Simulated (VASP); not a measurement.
Level of theory: MS2 meta-GGA, VASP's PBE PAW potentials (set 64) (plane waves; VASP).

Input for VASP

### KPOINTS
```
K-points
0
gamma
  7 7 4
```

**POSCAR**
```
ZnO
1
    1.6218615238    -2.8091469972     0.0000000000
    1.6218615238     2.8091469972     0.0000000000
   -0.0000000000    -0.0000000000     5.2012397888
Zn O
2 2
Direct
  0.6666670000   0.3333330000   0.5001701831
  0.3333330000   0.6666670000   0.0001701831
  0.6666670000   0.3333330000   0.8818298169
  0.3333330000   0.6666670000   0.3818298169
```

INCAR:
```
SYSTEM = ZnO
PREC = Accurate
ENCUT = 520
EDIFF = 1E-6
NELM = 100
ALGO = Normal
LREAL = .FALSE.
LASPH = .TRUE.
ISMEAR = 0
SIGMA = 0.05
METAGGA = MS2
LMIXTAU = .TRUE.
LMAXMIX = 4
LWAVE = .FALSE.
LCHARG = .FALSE.
IBRION = 2
ISIF = 3
NSW = 60
EDIFFG = -0.02
```

POTCAR, in this order: Zn O (PBE.64 set). Program: vasp_std.

Output of the run:

### OUTCAR
```
 ion  position               nearest neighbor table
   1  0.667  0.333  0.500-   4 1.97   4 1.97   4 1.97   3 1.99
   2  0.333  0.667  0.000-   3 1.97   3 1.97   3 1.97   4 1.99
   3  0.667  0.333  0.882-   2 1.97   2 1.97   2 1.97   1 1.99
   4  0.333  0.667  0.382-   1 1.97   1 1.97   1 1.97   2 1.99
  LATTYP: Found a hexagonal cell.
 ALAT       =     3.2437234244
 C/A-ratio  =     1.6034781972
 Subroutine PRICEL returns:
 Original cell was already a primitive cell.
 Subroutine GETGRP returns: Found 12 space group operations
The static configuration has the point symmetry C_3v.
 The point group associated with its full space group is C_6v.
The dynamic configuration has the point symmetry C_3v.
 Subroutine INISYM returns: Found 12 space group operations
 Subroutine IBZKPT returns following result:
 Found     24 irreducible k-points:

 Following reciprocal coordinates:
            Coordinates               Weight
  0.000000  0.000000  0.000000      1.000000
  0.142857  0.000000  0.000000      6.000000
  0.285714  0.000000  0.000000      6.000000
  0.428571  0.000000  0.000000      6.000000
  0.142857  0.142857  0.000000      6.000000
...
```

**OSZICAR**
```
       N       E                     dE             d eps       ncg     rms          rms(c)
DAV:   1     0.240777546885E+03    0.24078E+03   -0.17241E+04  1064   0.217E+03
DAV:   2    -0.220580186555E+02   -0.26284E+03   -0.25300E+03  1158   0.409E+02
DAV:   3    -0.490793518051E+02   -0.27021E+02   -0.26808E+02  1236   0.144E+02
DAV:   4    -0.495779307038E+02   -0.49858E+00   -0.49813E+00  1152   0.207E+01
DAV:   5    -0.495823517191E+02   -0.44210E-02   -0.44204E-02  1242   0.181E+00    0.132E+01
DAV:   6    -0.266730883909E+02    0.22909E+02   -0.19988E+01  1412   0.113E+02    0.112E+01
DAV:   7    -0.256140052535E+02    0.10591E+01   -0.59117E+00  1144   0.338E+01    0.674E+00
DAV:   8    -0.273330707321E+02   -0.17191E+01   -0.29272E+00  1130   0.426E+01    0.234E+00
DAV:   9    -0.253578656816E+02    0.19752E+01   -0.21385E+00  1184   0.258E+01    0.101E+00
DAV:  10    -0.253987328394E+02   -0.40867E-01   -0.17729E-01  1680   0.559E+00    0.165E-01
DAV:  11    -0.253952804787E+02    0.34524E-02   -0.31933E-02  1086   0.202E+00    0.955E-02
DAV:  12    -0.253906925014E+02    0.45880E-02   -0.28475E-03  1336   0.162E+00    0.103E-01
DAV:  13    -0.253955819083E+02   -0.48894E-02   -0.31958E-03  1316   0.151E+00    0.423E-02
DAV:  14    -0.253964432951E+02   -0.86139E-03   -0.43579E-04  1068   0.208E-01    0.229E-02
DAV:  15    -0.253963899927E+02    0.53302E-04   -0.35402E-05  1464   0.109E-01    0.130E-02
DAV:  16    -0.253964049146E+02   -0.14922E-04   -0.23807E-05  1072   0.519E-02    0.275E-03
DAV:  17    -0.253963949647E+02    0.99499E-05   -0.61590E-06  1092   0.273E-02    0.304E-03
DAV:  18    -0.253963928374E+02    0.21273E-05   -0.42579E-07   546   0.115E-02    0.287E-03
DAV:  19    -0.253963939095E+02   -0.10721E-05   -0.39454E-07   528   0.952E-03    0.726E-04
DAV:  20    -0.253963950517E+02   -0.11422E-05   -0.34693E-07   528   0.676E-03    0.102E-03
DAV:  21    -0.253963950601E+02   -0.83273E-08   -0.64673E-08   528   0.635E-03
   1 F= -.25396395E+02 E0= -.25396395E+02  d E =-.253964E+02
       N       E                     dE             d eps       ncg     rms          rms(c)
DAV:   1    -0.254103285830E+02   -0.13934E-01   -0.34459E-01  1344   0.976E+00    0.905E-01
DAV:   2    -0.253978597326E+02    0.12469E-01   -0.58247E-02  1380   0.452E+00    0.344E-01
DAV:   3    -0.253966066751E+02    0.12531E-02   -0.23305E-03  1574   0.118E+00    0.191E-01
DAV:   4    -0.253963273481E+02    0.27933E-03   -0.33931E-03  1598   0.863E-01    0.938E-02
DAV:   5    -0.253965999853E+02   -0.27264E-03   -0.59576E-04  1140   0.326E-01    0.716E-02
DAV:   6    -0.253965001345E+02    0.99851E-04   -0.72345E-04  1378   0.263E-01    0.130E-02
DAV:   7    -0.253965342376E+02   -0.34103E-04   -0.90990E-05  1112   0.110E-01    0.126E-02
DAV:   8    -0.253965425889E+02   -0.83513E-05   -0.21229E-05  1240   0.660E-02    0.354E-03
DAV:   9    -0.253965287018E+02    0.13887E-04   -0.44049E-06  1050   0.230E-02    0.166E-03
DAV:  10    -0.253965410025E+02   -0.12301E-04   -0.17600E-06   684   0.166E-02    0.173E-03
DAV:  11    -0.253965366789E+02    0.43236E-05   -0.26621E-07   528   0.113E-02    0.123E-03
DAV:  12    -0.253965372462E+02   -0.56732E-06   -0.61666E-08   528   0.730E-03
   2 F= -.25396537E+02 E0= -.25396537E+02  d E =-.142186E-03
       N       E                     dE             d eps       ncg     rms          rms(c)
DAV:   1    -0.254003636295E+02   -0.38270E-02   -0.97733E-02  1376   0.516E+00    0.485E-01
DAV:   2    -0.253977777642E+02    0.25859E-02   -0.16737E-02  1380   0.243E+00    0.182E-01
DAV:   3    -0.253971175634E+02    0.66020E-03   -0.65489E-04  1576   0.602E-01    0.101E-01
DAV:   4    -0.253967625567E+02    0.35501E-03   -0.10036E-03  1590   0.467E-01    0.517E-02
DAV:   5    -0.253967416178E+02    0.20939E-04   -0.16269E-04  1176   0.169E-01    0.402E-02
DAV:   6    -0.253967360400E+02    0.55779E-05   -0.20259E-04  1370   0.138E-01    0.543E-03
DAV:   7    -0.253967365957E+02   -0.55569E-06   -0.28398E-05  1240   0.646E-02    0.683E-03
DAV:   8    -0.253967415930E+02   -0.49973E-05   -0.64449E-06  1152   0.381E-02    0.232E-03
DAV:   9    -0.253967466023E+02   -0.50094E-05   -0.11891E-06   672   0.115E-02    0.114E-03
DAV:  10    -0.253967413435E+02    0.52588E-05   -0.62112E-07   534   0.968E-03    0.924E-04
DAV:  11    -0.253967434376E+02   -0.20941E-05   -0.10872E-07   528   0.671E-03    0.669E-04
DAV:  12    -0.253967432871E+02    0.15052E-06   -0.22188E-08   528   0.343E-03
   3 F= -.25396743E+02 E0= -.25396743E+02  d E =-.348227E-03
       N       E                     dE             d eps       ncg     rms          rms(c)
DAV:   1    -0.253980625412E+02   -0.13191E-02   -0.31110E-02  1368   0.292E+00    0.273E-01
DAV:   2    -0.253966620133E+02    0.14005E-02   -0.52816E-03  1380   0.136E+00    0.103E-01
DAV:   3    -0.253966228161E+02    0.39197E-04   -0.20824E-04  1576   0.348E-01    0.572E-02
DAV:   4    -0.253966918218E+02   -0.69006E-04   -0.31215E-04  1598   0.261E-01    0.286E-02
DAV:   5    -0.253967238831E+02   -0.32061E-04   -0.52324E-05  1144   0.958E-02    0.222E-02
DAV:   6    -0.253967044098E+02    0.19473E-04   -0.65711E-05  1384   0.790E-02    0.356E-03
DAV:   7    -0.253967105277E+02   -0.61179E-05   -0.86615E-06  1104   0.349E-02    0.382E-03
DAV:   8    -0.253967104113E+02    0.11637E-06   -0.16956E-06   680   0.209E-02
   4 F= -.25396710E+02 E0= -.25396710E+02  d E =-.315351E-03
```

### OUTCAR
```
------------------------ aborting loop because EDIFF is reached ----------------------------------------
  FORCE on cell =-STRESS in cart. coord.  units (eV):
  Direction    XX          YY          ZZ          XY          YZ          ZX
  --------------------------------------------------------------------------------------
  Total       -0.0246198     -0.0246198     -0.0381896      0.0000000      0.0000000      0.0000000
  in kB       -0.8284230     -0.8284233     -1.2850284      0.0000000      0.0000000      0.0000000
  external PRESSURE =      -0.9806249 kB  Pullay stress =       0.0000000 kB
  volume of cell :       47.61
      direct lattice vectors                 reciprocal lattice vectors
     1.623395015 -2.811803083  0.000000000     0.307996511 -0.177821841  0.000000000
     1.623395015  2.811803083 -0.000000000     0.307996511  0.177821841  0.000000000
    -0.000000000  0.000000000  5.215590799     0.000000000  0.000000000  0.191732833
  FREE ENERGIE OF THE ION-ELECTRON SYSTEM (eV)
  ---------------------------------------------------
  free  energy   TOTEN  =       -25.3967104113 eV

  energy  without entropy=      -25.3967104113  energy(sigma->0) =      -25.39671041

 reached required accuracy - stopping structural energy minimisation
```
(Selected blocks of OUTCAR.)

File CONTCAR:
```
ZnO
   1.00000000000000
     1.6233950150419496   -2.8118030831783027    0.0000000000000000
     1.6233950150419496    2.8118030831783027   -0.0000000000000000
    -0.0000000000000000    0.0000000000000000    5.2155907987710126
  Zn              O
     2     2
Direct
     0.6666669999999968    0.3333330000000032    0.4998817049900685
     0.3333330000000032    0.6666669999999968    0.9998817049900685
     0.6666669999999968    0.3333330000000032    0.8821182950099365
     0.3333330000000032    0.6666669999999968    0.3821182950099365
```

File OUTCAR:
```
 val. band max:        0.9625676269   @ k =   0.0000   0.0000   0.0000

 cond. band min:       1.7047087612   @ k =   0.0000   0.0000   0.0000


 Fermi energy:         1.2269796667

 k-point     1 :       0.0000    0.0000    0.0000
  band No.  band energies     occupation
      1     -18.3500      2.00000
      2     -17.6997      2.00000
      3      -4.7487      2.00000
      4      -4.7487      2.00000
      5      -4.7392      2.00000
      6      -4.6591      2.00000
      7      -4.5623      2.00000
      8      -4.5623      2.00000
      9      -3.4720      2.00000
     10      -3.4719      2.00000
     11      -3.2595      2.00000
     12      -3.2594      2.00000
     13      -3.0062      2.00000
     14       0.1721      2.00000
     15       0.1721      2.00000
     16       0.8492      2.00000
     17       0.9625      2.00000
     18       0.9626      2.00000
     19       1.7047      0.00000
     20       6.3075      0.00000
     21       9.3528      0.00000
     22      14.1216      0.00000

 k-point     2 :       0.1429    0.0000    0.0000
  band No.  band energies     occupation
      1     -18.2513      2.00000
      2     -17.6570      2.00000
      3      -4.8770      2.00000
      4      -4.6824      2.00000
      5      -4.6244      2.00000
      6      -4.5932      2.00000
      7      -4.5205      2.00000
      8      -4.4698      2.00000
      9      -3.5185      2.00000
     10      -3.4763      2.00000
     11      -3.2502      2.00000
     12      -3.1778      2.00000
     13      -3.0298      2.00000
     14      -0.5337      2.00000
     15      -0.0969      2.00000
     16       0.0071      2.00000
     17       0.7142      2.00000
     18       0.8112      2.00000
     19       2.9601      0.00000
     20       7.1212      0.00000
     21       9.3278      0.00000
     22      12.3646      0.00000

 k-point     3 :       0.2857    0.0000    0.0000
  band No.  band energies     occupation
      1     -18.0098      2.00000
...
```

The compound is ZnO in the wurtzite structure. This run relaxes it. Symmetry was kept, so distortions that lower it aren't found. The start is the result of an earlier pass.
